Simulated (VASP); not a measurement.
Computed with r2SCAN meta-GGA, VASP's PBE PAW potentials (set 64) (plane waves; VASP).

A VASP calculation is set up with these files.

KPOINTS:
```
kpoints
0
Gamma
  6 6 6
```

**POSCAR**
```
KI
1
   -0.0000000000     3.5481924128     3.5481924128
    3.5481924128    -0.0000000000     3.5481924128
    3.5481924128     3.5481924128     0.0000000000
K I
1 1
Direct
  0.0000000000   0.0000000000   0.0000000000
  0.5000000000   0.5000000000   0.5000000000
```

INCAR:
```
SYSTEM = KI
PREC = Accurate; ENCUT = 400; LREAL = F
LASPH = T
EDIFF = 1E-8; NELM = 100; ALGO = Normal
LMAXMIX = 4; LMIXTAU = T
ISMEAR = 0; SIGMA = 0.05
METAGGA = R2SCAN
IBRION = 1; NSW = 30; ISIF = 2
EDIFFG = -0.001
LWAVE = F; LCHARG = F
```

POTCAR, in this order: K_sv I (PBE.64 set). Program: vasp_std.

Output of the run:

OSZICAR:
```
       N       E                     dE             d eps       ncg     rms          rms(c)
DAV:   1     0.499839434698E+02    0.49984E+02   -0.57871E+03   384   0.933E+02
DAV:   2    -0.321395610753E+02   -0.82124E+02   -0.77355E+02   476   0.227E+02
DAV:   3    -0.370771468901E+02   -0.49376E+01   -0.49146E+01   504   0.523E+01
DAV:   4    -0.373351306000E+02   -0.25798E+00   -0.25777E+00   688   0.108E+01
DAV:   5    -0.373367195057E+02   -0.15889E-02   -0.15888E-02   500   0.963E-01    0.311E+00
DAV:   6    -0.345551150947E+02    0.27816E+01   -0.11644E+00   604   0.113E+01    0.248E+00
DAV:   7    -0.339161575963E+02    0.63896E+00   -0.31441E-01   596   0.521E+00    0.104E+00
DAV:   8    -0.346238572256E+02   -0.70770E+00   -0.35479E-01   408   0.478E+00    0.606E-01
DAV:   9    -0.339493628311E+02    0.67449E+00   -0.22313E-01   384   0.422E+00    0.395E-01
DAV:  10    -0.339740701037E+02   -0.24707E-01   -0.52382E-02   384   0.277E+00    0.387E-01
DAV:  11    -0.339557235227E+02    0.18347E-01   -0.14102E-02   384   0.135E+00    0.186E-01
DAV:  12    -0.339575014266E+02   -0.17779E-02   -0.11954E-03   472   0.468E-01    0.123E-01
DAV:  13    -0.339815236612E+02   -0.24022E-01   -0.67034E-03   384   0.927E-01    0.454E-02
DAV:  14    -0.339825391285E+02   -0.10155E-02   -0.16347E-03   400   0.453E-01    0.207E-02
DAV:  15    -0.339825032618E+02    0.35867E-04   -0.45170E-05   632   0.717E-02    0.199E-02
DAV:  16    -0.339825367181E+02   -0.33456E-04   -0.19688E-06   488   0.137E-02    0.198E-02
DAV:  17    -0.339825122331E+02    0.24485E-04   -0.78317E-06   432   0.314E-02    0.159E-02
DAV:  18    -0.339824698453E+02    0.42388E-04   -0.60899E-05   392   0.887E-02    0.131E-02
DAV:  19    -0.339828715261E+02   -0.40168E-03   -0.22837E-04   392   0.166E-01    0.362E-02
DAV:  20    -0.339828382678E+02    0.33258E-04   -0.87558E-06   476   0.329E-02    0.169E-02
DAV:  21    -0.339828792803E+02   -0.41012E-04   -0.32339E-05   456   0.753E-02    0.130E-02
DAV:  22    -0.339828797385E+02   -0.45828E-06   -0.69026E-06   464   0.284E-02    0.648E-03
DAV:  23    -0.339828828106E+02   -0.30720E-05   -0.40585E-06   396   0.270E-02    0.278E-03
DAV:  24    -0.339828838537E+02   -0.10431E-05   -0.12439E-06   408   0.139E-02    0.699E-04
DAV:  25    -0.339828839421E+02   -0.88443E-07   -0.84952E-08   460   0.357E-03    0.331E-04
DAV:  26    -0.339828838776E+02    0.64545E-07   -0.25510E-08   432   0.206E-03    0.396E-04
DAV:  27    -0.339828838974E+02   -0.19802E-07   -0.24939E-08   408   0.178E-03    0.212E-04
DAV:  28    -0.339828839401E+02   -0.42785E-07   -0.40756E-09   336   0.903E-04    0.360E-05
DAV:  29    -0.339828839312E+02    0.89053E-08   -0.40157E-10   256   0.186E-04
   1 F= -.33982884E+02 E0= -.33982884E+02  d E =-.339829E+02
```

OUTCAR:
```
------------------------ aborting loop because EDIFF is reached ----------------------------------------
  FORCE on cell =-STRESS in cart. coord.  units (eV):
  Direction    XX          YY          ZZ          XY          YZ          ZX
  --------------------------------------------------------------------------------------
  Total       -0.0020394     -0.0020394     -0.0020394      0.0000000     -0.0000000      0.0000000
  in kB       -0.0365723     -0.0365723     -0.0365723      0.0000000     -0.0000000      0.0000000
  external PRESSURE =      -0.0365723 kB  Pullay stress =       0.0000000 kB
  volume of cell :       89.34
      direct lattice vectors                 reciprocal lattice vectors
     0.000000000  3.548192413  3.548192413    -0.140916822  0.140916822  0.140916822
     3.548192413  0.000000000  3.548192413     0.140916822 -0.140916822  0.140916822
     3.548192413  3.548192413  0.000000000     0.140916822  0.140916822 -0.140916822
  FREE ENERGIE OF THE ION-ELECTRON SYSTEM (eV)
  ---------------------------------------------------
  free  energy   TOTEN  =       -33.9828839312 eV

  energy  without entropy=      -33.9828839312  energy(sigma->0) =      -33.98288393

 reached required accuracy - stopping structural energy minimisation
```
(Selected blocks of OUTCAR.)

The compound is KI in the rock salt structure. It was relaxed first. The start is the result of an earlier pass.
